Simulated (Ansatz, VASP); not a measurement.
# TiBe12 (TiBe12 (I4/mmm)): VASP beside Ansatz, part 2 of 2

Wanted: the spread between two codes on one cell, functional and k mesh. The cell is taken from a series of runs on this material, whose earlier steps may have relaxed, scaled, displaced or heated it; both programs get it as it stands.

VASP 6.6.1 and Ansatz 0.2.0.

So far: The starting structure; VASP: relaxation of cell and atoms, r2SCAN.

**3. Ansatz: relaxation of cell and atoms, r2SCAN**

Level of this step: Ansatz beside VASP: Kohn-Sham DFT, plane waves, r2SCAN (Ansatz).

Ansatz runs on its PAW soft_1 files.

The same cell, functional, mesh and smearing now go to Ansatz.

Input file input.yaml:

```yaml
crystal:
  lattice:
    - [-3.6622527, 3.6622527, 2.0818386]
    - [3.6622527, -3.6622527, 2.0818386]
    - [3.6622527, 3.6622527, -2.0818386]
  atoms:
    - { symbol: Ti, position: [0.0, 0.0, 0.0] }
    - { symbol: Be, position: [0.0, 0.0, 0.5] }
    - { symbol: Be, position: [0.5, 0.5, 0.5] }
    - { symbol: Be, position: [0.0, 0.5, 0.0] }
    - { symbol: Be, position: [0.5, 0.0, 0.0] }
    - { symbol: Be, position: [0.35078321, 0.0, 0.35078321] }
    - { symbol: Be, position: [0.64921679, 0.0, 0.64921679] }
    - { symbol: Be, position: [0.0, 0.64921679, 0.64921679] }
    - { symbol: Be, position: [0.0, 0.35078321, 0.35078321] }
    - { symbol: Be, position: [0.28293362, 0.5, 0.78293362] }
    - { symbol: Be, position: [0.71706638, 0.5, 0.21706638] }
    - { symbol: Be, position: [0.5, 0.71706638, 0.21706638] }
    - { symbol: Be, position: [0.5, 0.28293362, 0.78293362] }
basis:
  ecutwfc: 500
  xc_grid: 2
hamiltonian:
  xc: r2scan
  pseudopotentials: { kind: paw, azcp: { folder: soft_1 } }
kpoints:
  mp_grid: { grid: [11, 11, 11] }
scf:
  occupations: { method: fermi_dirac, width: 0.05 }
  max_iter: 150
output:
  forces: true
  stress: true
relax:
  f_tol: 0.01
  max_steps: 60
  cell: {}
checkpoint:
  write: "../r2scan.run"
  compress: false
  write_wavefunctions: false
  write_every: 100000
```

The run is started by

```
$ ansatz run input.yaml --threads 4 --pin off --max-ram 6594MiB --backend cpu --events-out ev --progress --plain --runs-dir out
```

Numbers of over 12 decimals in the logs are rounded to 6 here.

Output:

```text
Engine: ansatz 0.2.0, x86_64-unknown-linux-gnu
Pseudopotentials: kind: paw
Pseudopotential: Ti, paw, valence charge 12, recommended cutoff 500 eV (meta_gga), soft_1/Ti.paw.azcp
Pseudopotential: Be, paw, valence charge 2, recommended cutoff 500 eV (meta_gga), soft_1/Be.paw.azcp
Functional definition: r2SCAN
  parameter k0 = 0.174
  parameter k1 = 0.065
  parameter a1 = 4.9479
  exchange = r2scan_x(k0 = k0, k1 = k1, a1 = a1)
  correlation = r2scan_c
Crystal: 13 atoms, lattice volume = 111.687 Å³
Basis set: ecut = 500 eV, 2835 PW (Γ), exchange–correlation on 90×90×90 points (8 copies of the dense FFT grid, shifted against one another)
Bands: 31, of which v1, the nominal top of the filled ones, is band 18 counted from 1 (17 counted from 0)
Symmetry: 16 space group operations
Space group: I4/mmm (ITA 139), of the structure as read, at distance tolerance 4.8e-5 Å
k-points: 126 of 1331
Non-local potential: Ti, projectors of the file, l = 0: 3, l = 1: 2, l = 2: 3, l = 3: 1
Non-local potential: Be, projectors of the file, l = 0: 2, l = 1: 2, l = 2: 1
PAW form: soft (Blöchl's): semilocal exchange-correlation on the pseudo side does not see the compensation charge
PAW frozen core: Ti, regenerated for the run's functional (the file was generated under x = pbe(κ = 0.804, μ = 0.219515), c = pbe(β = 0.066725))
PAW frozen core: Be, regenerated for the run's functional (the file was generated under x = pbe(κ = 0.804, μ = 0.219515), c = pbe(β = 0.066725))
PAW one-centre angular grid: Ti, 590 points (default); XC on 160 Gauss nodes
PAW one-centre angular grid: Be, 302 points (default); XC on 224 Gauss nodes
Initial density: superposition of atomic densities (chi_scale 0.1, normalization cell, long waves kept (reshape's long-wave potential 0.00 eV rms))
Initial wavefunctions: pseudopotential atomic-orbital guess
Functional: x = r2scan, c = r2scan; τ floored in thin density (d = 2e-4 eV/Å³)
SCF iter   1: F=—  HF=-3627.691338 eV  |F-HF|=—  |Δ(HF+E_count)|=         —  Δρ=6.08e-2  dr2=8.16e0  dr2_τ=5.89e-1  ethr=3.10e-3  ⟨swp⟩=6.7  Hψ=22479  notcnv=0  defer=153
preconditioner: auto → Kerker (q_TF=auto, 2.259 Å⁻¹)  [metal: Δε(μ)=0.001 eV  Ē_g=8.856 eV  σ=0.050 eV  W_gap=0.01  n_scr=16 (ndim 8)  ℏωp=18.6 eV  f_vac=0.000  D(μ)=2.89/eV (n_scr^D=16)]
SCF iter   2: F=—  HF=-3626.592384 eV  |F-HF|=—  |Δ(HF+E_count)|=    1.10e0  Δρ=2.20e-2  dr2=1.00e0  dr2_τ=1.28e-1  ethr=3.10e-3  ⟨swp⟩=3.3  Hψ=8868  notcnv=0  defer=724
SCF iter   3: F=—  HF=-3626.560138 eV  |F-HF|=—  |Δ(HF+E_count)|=   3.22e-2  Δρ=1.15e-2  dr2=3.65e-1  dr2_τ=3.32e-3  ethr=2.79e-3  ⟨swp⟩=2.2  Hψ=4289  notcnv=0  defer=724
SCF iter   4: F=—  HF=-3626.491659 eV  |F-HF|=—  |Δ(HF+E_count)|=   6.85e-2  Δρ=5.70e-3  dr2=7.68e-2  dr2_τ=2.82e-3  ethr=1.02e-3  ⟨swp⟩=2.6  Hψ=5475  notcnv=0  defer=718
SCF iter   5: F=—  HF=-3626.480333 eV  |F-HF|=—  |Δ(HF+E_count)|=   1.13e-2  Δρ=1.38e-3  dr2=4.68e-3  dr2_τ=2.71e-5  ethr=2.13e-4  ⟨swp⟩=2.4  Hψ=5694  notcnv=0  defer=685
SCF iter   6: F=—  HF=-3626.479377 eV  |F-HF|=—  |Δ(HF+E_count)|=   9.56e-4  Δρ=2.09e-4  dr2=8.89e-5  dr2_τ=5.06e-7  ethr=1.30e-5  ⟨swp⟩=2.4  Hψ=5481  notcnv=0  defer=683
SCF iter   7: F=—  HF=-3626.479361 eV  |F-HF|=—  |Δ(HF+E_count)|=   1.63e-5  Δρ=4.36e-5  dr2=3.00e-6  dr2_τ=6.95e-8  ethr=2.47e-7  ⟨swp⟩=2.3  Hψ=5174  notcnv=0  defer=683
SCF iter   8: F=—  HF=-3626.479360 eV  |F-HF|=—  |Δ(HF+E_count)|=   4.97e-7  Δρ=6.62e-6  dr2=1.06e-7  dr2_τ=2.73e-9  ethr=8.34e-9  ⟨swp⟩=2.5  Hψ=5480  notcnv=0  defer=683
SCF iter   9: F=-3626.479360 eV  HF=-3626.479360 eV  |F-HF|=1.49e-10  |Δ(HF+E_count)|=   1.19e-8  Δρ=5.97e-7  dr2=3.27e-10  dr2_τ=5.85e-11  ethr=2.78e-10  ⟨swp⟩=3.0  Hψ=8992  notcnv=0
SCF 1 converged in 9 iterations: F = -3626.479360 eV  dr2 = 3.27e-10
  greatest PAW one-centre occupation: 1.000 electrons in one spin orbital (limit 2), on the Ti atom at site 0 (counted from 0), in its partial waves of l = 0
relax step   1: F+E_penalty+E_count = -3626.47936048 eV  Δ(F+E_penalty+E_count) = +0.000e0 eV  max|allowed force component| = 3.668e-2 eV/Å  Δτ_max = 0.0000 Å  P = -0.536 GPa  Ω = 111.687 Å³  (9 SCF iters, dr2 threshold 1.00e-7 eV, accepted)
[...]
relax step   2: F+E_penalty+E_count = -3626.48245196 eV  Δ(F+E_penalty+E_count) = -3.091e-3 eV  max|allowed force component| = 1.175e-2 eV/Å  Δτ_max = 0.0037 Å  P = -0.207 GPa  Ω = 111.358 Å³  energy of the carried Pulay correction = +4.239e-5 eV  (5 SCF iters, dr2 threshold 1.30e-6 eV, accepted)
[...]
relax step   3: F+E_penalty+E_count = -3626.48270868 eV  Δ(F+E_penalty+E_count) = -2.567e-4 eV  max|allowed force component| = 2.514e-3 eV/Å  Δτ_max = 0.0013 Å  P = -0.001 GPa  Ω = 111.167 Å³  energy of the carried Pulay correction = +6.702e-5 eV  (5 SCF iters, dr2 threshold 3.37e-7 eV, accepted)
[...]
relax step   4: F+E_penalty+E_count = -3626.48264209 eV  Δ(F+E_penalty+E_count) = +6.659e-5 eV  max|allowed force component| = 2.409e-3 eV/Å  Δτ_max = 0.0000 Å  P = -0.001 GPa  Ω = 111.167 Å³  stress off target by 5.27e-3 GPa  SCF on the basis re-selected at this cell (its energy is not comparable with the rows above)  (5 SCF iters)
basis re-selected at this cell: Δ(F+E_penalty+E_count) = +6.659e-5 eV, ΔP = +0.000 GPa vs the last step (what re-selecting the basis moved, of the pressure what is left beyond the Pulay correction that the steps carried, after the strain that the cell walked since its last selection, with what the two solves' SCF thresholds leave and, on support functions, any second-order correction that the steps lacked; it is no m [...]
SCF converged after 5 iterations
Free energy (F): -3626.482642 eV
Harris-Foulkes:  -3626.482642 eV  (|F-HF|=2.73e-12)
Internal energy: -3626.457933 eV  (E = F + TS)
E sigma→0 (E₀):  -3626.470288 eV
Entropy (-TS):   -0.024709 eV (-1.901 meV/atom)
Fermi energy:    8.461241 eV
--- Per-component energies (eV) ---
  E_band       = -141.479958
  E_kinetic    = 533.766408
  E_local      = -1295.940528  (includes V_loc(G=0)·N_el)
  E_nonlocal   = 104.473039
  E_hartree    = 559.778006
  E_xc         = -346.209862
  E_vxc        = -427.923241  (∫ρ·V_xc dr)
  E_paw        = -1775.807026  (= ΣΔE_a)
  E_vpaw       = -196.139210  (= ΣTr[D̂ρ^β])
  E_aug_tail   = -0.000029  (compensation charges beyond the density's cutoff)
  E_vtau       = 20.727696  (kinetic-family band-sum trace: ∫τ·v_τ [+ j·A + Jᵃ·Aᵃ] dr)
  E_ewald      = -1406.120159
  E_core_change = -0.397782  (= ΣΔE_core)
  E_smearing   = -0.024709  (= −TS)
  E_closure    = 0.000000  (closes the sum)
  Σ components = -3626.482642   (vs F -3626.482642, Δ=0.00e0)
--- Forces (eV/Å), atoms counted from 1 ---
  atom   1  Ti     0.00000000     0.00000000     0.00000000
  atom   2  Be     0.00000000    -0.00000000    -0.00000000
  atom   3  Be     0.00000000    -0.00000000    -0.00000000
  atom   4  Be     0.00000000     0.00000000     0.00000000
  atom   5  Be     0.00000000     0.00000000     0.00000000
  atom   6  Be     0.00000000    -0.00170472     0.00000000
  atom   7  Be     0.00000000     0.00170472     0.00000000
  atom   8  Be     0.00170472     0.00000000     0.00000000
  atom   9  Be    -0.00170472     0.00000000     0.00000000
  atom  10  Be    -0.00000000    -0.00240920     0.00000000
  atom  11  Be     0.00000000     0.00240920     0.00000000
  atom  12  Be     0.00240920     0.00000000     0.00000000
  atom  13  Be    -0.00240920     0.00000000    -0.00000000
  max |Σ_I F_I| component: 1.08e-17 eV/Å
--- Stress (GPa, compression-positive) ---
       -0.003627       0.000000       0.000000
        0.000000      -0.003627       0.000000
        0.000000       0.000000       0.005270
  P = ⅓ Tr σ = -0.0007 GPa (-0.007 kbar)
--- Relaxed structure (3 steps of the walk, 3 accepted, 1 SCFs on fresh bases) ---
  F+E_penalty+E_count = -3626.48264209 eV   max|allowed force component| = 2.409e-3 eV/Å   (the final SCF, on the basis selected at the relaxed cell)
  cell:  # Å, volume = 111.1672 Å³
    - [-3.664190, 3.664190, 2.069954]
    - [3.664190, -3.664190, 2.069954]
    - [3.664190, 3.664190, -2.069954]
  atoms:
    - { symbol: Ti, position: [0, 0, 0] }
    - { symbol: Be, position: [0.0, 0.0, 0.5] }
    - { symbol: Be, position: [0.5, 0.5, 0.5] }
    - { symbol: Be, position: [0.0, 0.5, 0.0] }
    - { symbol: Be, position: [0.5, 0.0, 0.0] }
    - { symbol: Be, position: [0.351420, 0, 0.351420] }
    - { symbol: Be, position: [0.648580, 0, 0.648580] }
    - { symbol: Be, position: [0, 0.648580, 0.648580] }
    - { symbol: Be, position: [0, 0.351420, 0.351420] }
    - { symbol: Be, position: [0.282906, 0.5, 0.782906] }
    - { symbol: Be, position: [0.717094, 0.5, 0.217094] }
    - { symbol: Be, position: [0.5, 0.717094, 0.217094] }
    - { symbol: Be, position: [0.5, 0.282906, 0.782906] }
```

Reading the cycles: dr2 is the Hartree energy of the density residual (eV), the measure of convergence; HF is the Harris–Foulkes estimate of the energy, which meets the free energy F at convergence.

**4. Differences**

Known differences besides the potentials themselves: VASP keeps PBE cores, Ansatz makes them for the functional; the cutoff is 500 eV in Ansatz and 660 eV in VASP; Ansatz adds a Pulay correction to the stress that steers its cell, VASP none; in our runs with r2SCAN, forces from VASP's data set Ti_sv part from Ansatz's all-electron ones, so neither program is the reference here. Total energies have different zeros and are not compared.

Both answers:

```
                                         quantity  Ansatz    VASP  difference
                                      volume (Å³)  111.17  111.41     -0.22 %
edge a after relaxation, in the typed setting (Å)   5.580   5.584     -0.07 %
```

**5. Outcome**

```yaml
difference_in_volume_relaxation_of_cell_and_atoms_r2scan: -0.22 %
```

In words: The difference in volume is -0.22 % (relaxation of cell and atoms, r2SCAN), within the 1.2 % picked in this series as the mark of a large difference, as far as the stopping tolerances let one tell. Such differences can come from data sets, numerical settings and the points named under the comparisons, not from the functional's error against experiment.

[Lines on the potential files, build, host, timing and source positions are cut from VASP's logs without a mark.]

[Logs are printed without paths, hosts, clocks, repeated set-up lines and the standing remarks that a program may print on its own settings, such as how far it seeks lower states.]

[Hosts, paths, dates, database ids (printed as entryN), source tags and the programs' standing remarks are cut or masked in the printed files.]
